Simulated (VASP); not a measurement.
Given:

```xyz
3
Lattice="0.0000 2.7229 2.7229 2.7229 0.0000 2.7229 2.7229 2.7229 0.0000" Properties=species:S:1:pos:R:3 pbc="T T T"
Ce     0.0000     0.0000     0.0000
O      1.3615     1.3615     1.3615
O      4.0844     4.0844     4.0844
```

Calculation: TPSS meta-GGA, VASP's PBE PAW potentials (set 64) (plane waves; VASP 6.6.1). Settings: 520 eV cut-off, 8×8×8 Γ-centred mesh, tetrahedra with Blöchl corrections, potentials Ce O.

### Question
Give the energies of bands 7 to 15 at the high-symmetry points, in eV from the valence-band maximum.

### Answer

| band | Γ | X | U | L | W |
|---|---|---|---|---|---|
| 7 | -3.82 | -3.91 | -3.26 | -2.94 | -2.92 |
| 8 | -3.82 | -1.24 | -1.75 | -2.94 | -2.32 |
| 9 | -3.82 | -1.24 | -1.37 | -1.28 | -1.07 |
| 10 | -0.59 | -0.75 | -1.32 | -1.20 | -1.07 |
| 11 | -0.59 | -0.75 | -0.72 | -0.81 | -0.69 |
| 12 | -0.59 | -0.57 | -0.30 | -0.81 | -0.62 |
| 13 | 2.35 | 2.07 | 2.07 | 1.99 | 2.06 |
| 14 | 2.35 | 2.13 | 2.17 | 2.19 | 2.19 |
| 15 | 2.35 | 2.13 | 2.23 | 2.19 | 2.19 |

The gap is indirect, 1.99 eV, from the valence maximum at (-0.25, 0.25, 0.00) to the conduction minimum at L.

The compound is CeO2 in the fluorite structure. It was relaxed first. The run is not spin-polarised, so no magnetic state was tried.
